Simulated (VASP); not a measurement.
Output of a VASP run:

OUTCAR:
```
 ion  position               nearest neighbor table
   1  0.667  0.333  0.750-   2 2.21   2 2.21   2 2.21   2 2.21   2 2.21   2 2.21
   2  0.333  0.667  0.250-   1 2.21   1 2.21   1 2.21   1 2.21   1 2.21   1 2.21
  LATTYP: Found a hexagonal cell.
 ALAT       =     2.2659438307
 C/A-ratio  =     1.5717450827
 Subroutine PRICEL returns:
 Original cell was already a primitive cell.
 Subroutine GETGRP returns: Found 24 space group operations
The static configuration has the point symmetry D_3d.
 The point group associated with its full space group is D_6h.
The dynamic configuration has the point symmetry D_3d.
 Subroutine INISYM returns: Found 24 space group operations
 Subroutine IBZKPT returns following result:
 Found    165 irreducible k-points:

 Following reciprocal coordinates:
            Coordinates               Weight
  0.000000  0.000000  0.000000      1.000000
  0.058824  0.000000  0.000000      6.000000
  0.117647  0.000000  0.000000      6.000000
  0.176471  0.000000  0.000000      6.000000
  0.235294  0.000000  0.000000      6.000000
  0.294118  0.000000  0.000000      6.000000
  0.352941 -0.000000  0.000000      6.000000
  0.411765  0.000000  0.000000      6.000000
  0.470588  0.000000  0.000000      6.000000
  0.058824  0.058824  0.000000      6.000000
  0.117647  0.058824  0.000000     12.000000
  0.176471  0.058824  0.000000     12.000000
  0.235294  0.058824  0.000000     12.000000
  0.294118  0.058824  0.000000     12.000000
  0.352941  0.058824  0.000000     12.000000
  0.411765  0.058824  0.000000     12.000000
  0.470588  0.058824  0.000000      6.000000
  0.117647  0.117647  0.000000      6.000000
  0.176471  0.117647  0.000000     12.000000
  0.235294  0.117647  0.000000     12.000000
  0.294118  0.117647  0.000000     12.000000
  0.352941  0.117647  0.000000     12.000000
  0.411765  0.117647  0.000000     12.000000
  0.176471  0.176471  0.000000      6.000000
  0.235294  0.176471  0.000000     12.000000
  0.294118  0.176471  0.000000     12.000000
  0.352941  0.176471  0.000000     12.000000
  0.411765  0.176471  0.000000      6.000000
  0.235294  0.235294  0.000000      6.000000
  0.294118  0.235294  0.000000     12.000000
  0.352941  0.235294  0.000000     12.000000
  0.294118  0.294118  0.000000      6.000000
  0.352941  0.294118  0.000000      6.000000
  0.000000  0.000000  0.111111      2.000000
  0.058824  0.000000  0.111111     12.000000
  0.117647  0.000000  0.111111     12.000000
  0.176471  0.000000  0.111111     12.000000
  0.235294  0.000000  0.111111     12.000000
  0.294118  0.000000  0.111111     12.000000
  0.352941 -0.000000  0.111111     12.000000
   k-points           NKPTS =    165   k-points in BZ     NKDIM =    165   number of bands    NBANDS=      6
   number of dos      NEDOS =    301   number of ions     NIONS =      2
   total plane-waves  NPLWV =   7168
   dimension x,y,z NGX =    16 NGY =   16 NGZ =   28
   dimension x,y,z NGXF=    32 NGYF=   32 NGZF=   56
   ions per type =               2
   PREC   = accura    normal or accurate (medium, high low for compatibility)
   ISTART =      0    job   : 0-new  1-cont  2-samecut
   ICHARG =      2    charge: 1-file 2-atom 10-const
   ISPIN  =      1    spin polarized calculation?
   LNONCOLLINEAR =      F non collinear calculations
   LSORBIT =      F    spin-orbit coupling
   INIWAV =      1    electr: 0-lowe 1-rand  2-diag
   ENCUT  =  480.0 eV  35.28 Ry    5.94 a.u.   4.05  4.05  6.36*2*pi/ulx,y,z
   NELM   =    100;   NELMIN=  2; NELMDL= -5     # of ELM steps
   EDIFF  = 0.1E-05   stopping-criterion for ELM
   LREAL  =      F    real-space projection
   NLSPLINE    = F    spline interpolate recip. space projectors
   LMAXMIX     =    2 max onsite mixed and CHGCAR
   VOSKOWN=      0    Vosko Wilk Nusair interpolation
   EDIFFG = -.1E-01   stopping-criterion for IOM
   NSW    =     60    number of steps for IOM
...
```

OSZICAR:
```
       N       E                     dE             d eps       ncg     rms          rms(c)
DAV:   1    -0.377928765868E+01   -0.37793E+01   -0.18637E+03  1992   0.540E+02
DAV:   2    -0.892910226783E+01   -0.51498E+01   -0.48913E+01  3042   0.640E+01
DAV:   3    -0.895878824247E+01   -0.29686E-01   -0.28561E-01  2556   0.462E+00
DAV:   4    -0.895881205311E+01   -0.23811E-04   -0.23810E-04  3006   0.128E-01
DAV:   5    -0.895881206194E+01   -0.88357E-08   -0.89427E-08  2514   0.143E-03    0.130E+00
DAV:   6    -0.867690116019E+01    0.28191E+00   -0.95686E-02  2154   0.296E+00    0.762E-01
DAV:   7    -0.865595577235E+01    0.20945E-01   -0.15034E-02  2172   0.123E+00    0.130E-01
DAV:   8    -0.867760440032E+01   -0.21649E-01   -0.85644E-03  2316   0.891E-01    0.118E-02
DAV:   9    -0.867627838315E+01    0.13260E-02   -0.20871E-04  2520   0.155E-01    0.114E-02
DAV:  10    -0.867601722834E+01    0.26115E-03   -0.21100E-05  2406   0.472E-02    0.659E-03
DAV:  11    -0.867599392423E+01    0.23304E-04   -0.93651E-06  2502   0.235E-02    0.179E-03
DAV:  12    -0.867599597226E+01   -0.20480E-05   -0.28553E-06  2268   0.196E-02    0.188E-04
DAV:  13    -0.867599708681E+01   -0.11145E-05   -0.99099E-09  1200   0.110E-03    0.811E-05
DAV:  14    -0.867599650231E+01    0.58450E-06   -0.87698E-09  1158   0.688E-04
   1 F= -.86759965E+01 E0= -.86761000E+01  d E =-.867600E+01
```

File OUTCAR:
```
------------------------ aborting loop because EDIFF is reached ----------------------------------------
  FORCE on cell =-STRESS in cart. coord.  units (eV):
  Direction    XX          YY          ZZ          XY          YZ          ZX
  --------------------------------------------------------------------------------------
  Total        0.0138665      0.0138665     -0.0088724     -0.0000000      0.0000000      0.0000000
  in kB        1.4028722      1.4028719     -0.8976219     -0.0000000      0.0000000      0.0000000
  external PRESSURE =       0.6360407 kB  Pullay stress =       0.0000000 kB
  volume of cell :       15.84
      direct lattice vectors                 reciprocal lattice vectors
     2.265943831  0.000000000  0.000000000     0.441317206  0.254794630  0.000000000
    -1.132971915  1.962364752  0.000000000     0.000000000  0.509589259  0.000000000
     0.000000000  0.000000000  3.561486073     0.000000000  0.000000000  0.280781668
 POSITION                                       TOTAL-FORCE (eV/Angst)
 -----------------------------------------------------------------------------------
      1.13297      0.65412      2.67111         0.000000     -0.000000      0.000000
     -0.00000      1.30824      0.89037        -0.000000      0.000000      0.000000
 -----------------------------------------------------------------------------------
    total drift:                                0.000003     -0.000002      0.000004
  FREE ENERGIE OF THE ION-ELECTRON SYSTEM (eV)
  ---------------------------------------------------
  free  energy   TOTEN  =        -8.6759965023 eV

  energy  without entropy=       -8.6763070591  energy(sigma->0) =       -8.67610002

 reached required accuracy - stopping structural energy minimisation
```
(Selected blocks of OUTCAR.)

File POSCAR:
```
Be
1
    2.2659438307     0.0000000000     0.0000000000
   -1.1329719154     1.9623647518     0.0000000000
    0.0000000000     0.0000000000     3.5614860735
Be
2
Direct
  0.6666670000   0.3333330000   0.7500000000
  0.3333330000   0.6666670000   0.2500000000
```

Q: Reconstruct the remaining input files.

A: This is not unique; one that fits is the input of the run itself, r2SCAN meta-GGA, plane waves, VASP's PBE PAW potentials (set 64).

### KPOINTS
```
kpoints
0
G
 17 17 9
0 0 0
```

INCAR:
```
SIGMA = 0.1   # width (eV)
IBRION = 2   # conjugate gradients
LMIXTAU = .True.
NELM = 100
LASPH = .True.   # aspherical one-centre terms
ENCUT = 480   # plane-wave cut-off (eV)
ALGO = Normal   # blocked Davidson
EDIFF = 1E-6
SYSTEM = Be
NSW = 60   # most ionic steps
LCHARG = .False.
ISMEAR = 1
LWAVE = .False.
ISIF = 3   # ions, shape and volume
LREAL = .False.
METAGGA = R2SCAN
EDIFFG = -0.01
PREC = Accurate
```

POTCAR, in this order: Be (PBE.64 set). Program: vasp_std.

The compound is Be in the hcp structure. It was relaxed first. The start is the result of an earlier pass.
